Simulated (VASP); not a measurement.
VASP ran on this input.

File POSCAR:
```
HfNbCN
1
    1.5806988314     0.9126172569     5.1974993280
   -1.5806988314     0.9126172569     5.1974993280
    0.0000000000    -1.8252335386     5.1974993301
Hf Nb C N
1 1 1 1
Direct
  0.0016173328   0.0016173328   0.0016173328
  0.4973209705   0.4973209705   0.4973209705
  0.7510833556   0.7510833556   0.7510833556
  0.2499883411   0.2499883411   0.2499883411
```

**KPOINTS**
```
K-points
0
gamma
10 10 10
```

**INCAR**
```
ISMEAR = 1   ! Methfessel-Paxton
SIGMA = 0.1
LREAL = .False.   ! projection in real space or not
EDIFF = 1E-6   ! SCF stop (eV)
GGA = PS   ! PBEsol
LWAVE = .False.
LCHARG = .False.
ENCUT = 520   ! plane-wave cut-off (eV)
ISIF = 3   ! ions, shape and volume
IBRION = 2   ! conjugate gradients
LMAXMIX = 6   ! l cut-off of mixed one-centre charges
PREC = Accurate
LASPH = .True.   ! aspherical one-centre terms
NSW = 60   ! most ionic steps
NELM = 100   ! most electronic steps
SYSTEM = HfNbCN
EDIFFG = -0.02   ! ionic stop
ALGO = Normal
```

POTCAR, in this order: Hf_pv Nb_sv C N (PBE.64 set). Program: vasp_std.

**Question.** Translate this PBEsol calculation to Ansatz.

**Answer.** One equivalent input (not run):
Ansatz 0.2 input:
```yaml
crystal:
  lattice:
    - [1.5806988, 0.9126173, 5.1974993]
    - [-1.5806988, 0.9126173, 5.1974993]
    - [0.0000000, -1.8252335, 5.1974993]
  atoms:
    - { symbol: Hf, position: [0.0016173, 0.0016173, 0.0016173] }
    - { symbol: Nb, position: [0.4973210, 0.4973210, 0.4973210] }
    - { symbol: C, position: [0.7510834, 0.7510834, 0.7510834] }
    - { symbol: N, position: [0.2499883, 0.2499883, 0.2499883] }
kpoints:
  mp_grid: { grid: [10, 10, 10] }
hamiltonian:
  xc: pbesol
  pseudopotentials: { kind: paw }
scf:
  occupations: { method: methfessel_paxton, width: 0.1 }
  max_iter: 100
relax:
  max_steps: 60
  f_tol: 0.02
  cell: {}
output: { forces: true, stress: true, eigenvalues: true }
```
Limits of the translation: each code has its own PAW files, so the cut-off isn't converted (ENCUT is set for VASP's; basis.ecutwfc is left out, and Ansatz then takes the one that its files recommend); Ansatz stops its SCF on the density residual and VASP on the energy change (EDIFF).

The structure comes from a computed database's HfNbCN entry (R3m); how it stands against other phases isn't given here. This run relaxes it. Symmetry was kept, so distortions that lower it aren't found. The start is the result of an earlier pass.
